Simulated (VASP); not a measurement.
Calculation: PBEsol GGA, VASP's PBE PAW potentials (set 64) (plane waves; VASP).

VASP ran on this input.

POSCAR:
```
CsH
1
    3.7242038107     0.0000000000     0.0000000000
    0.0000000000     3.7242038107     0.0000000000
    0.0000000000     0.0000000000     3.7242038107
Cs H
1 1
Direct
  0.0000000000   0.0000000000   0.0000000000
  0.5000000000   0.5000000000   0.5000000000
```

### INCAR
```
PREC = Accurate
LWAVE = F
NEDOS = 601   # DOS grid
EDIFF = 1E-7   # SCF stop (eV)
ISIF = 2
LCHARG = T
ISMEAR = -5
GGA = PS   # PBEsol
ENCUT = 400   # plane-wave cut-off (eV)
ALGO = Normal   # blocked Davidson
NELM = 100
LREAL = F   # projection in real space or not
LORBIT = 11   # lm-projected
SYSTEM = CsH
LMAXMIX = 4   # l cut-off of mixed one-centre charges
LASPH = T   # aspherical one-centre terms
```

KPOINTS:
```
Automatic mesh
0
Gamma
8 8 8
0 0 0
```

POTCAR, in this order: Cs_sv H (PBE.64 set). Program: vasp_std.

Unless said otherwise, spin-orbit coupling is left out, though it shifts the bands of the heavy elements here.

Question: What does the run give for the energy per atom (σ→0), band gap (on the k-mesh)?

Answer: 
The energy per atom (σ→0) is -2.277 eV/atom and the band gap (on the k-mesh) comes out as 2.49 eV.

OSZICAR:
```
...
DAV:   7    -0.454991755416E+01    0.11863E+00   -0.71653E-01   715   0.334E+00    0.530E-01
DAV:   8    -0.455815909662E+01   -0.82415E-02   -0.43948E-02   668   0.107E+00    0.234E-01
DAV:   9    -0.455437998517E+01    0.37791E-02   -0.11832E-02   717   0.468E-01    0.387E-02
DAV:  10    -0.455441818098E+01   -0.38196E-04   -0.97141E-04   753   0.148E-01    0.110E-02
DAV:  11    -0.455442046117E+01   -0.22802E-05   -0.96742E-06   837   0.213E-02    0.364E-03
DAV:  12    -0.455441989597E+01    0.56520E-06   -0.10764E-06   763   0.685E-03    0.100E-03
DAV:  13    -0.455441998356E+01   -0.87588E-07   -0.39384E-07   747   0.332E-03
   1 F= -.45544200E+01 E0= -.45544200E+01  d E =0.000000E+00
```

The structure comes from a computed database's CsH entry (Pm-3m); how it stands against other phases isn't given here. It was relaxed first, which changed the volume by -7 %.
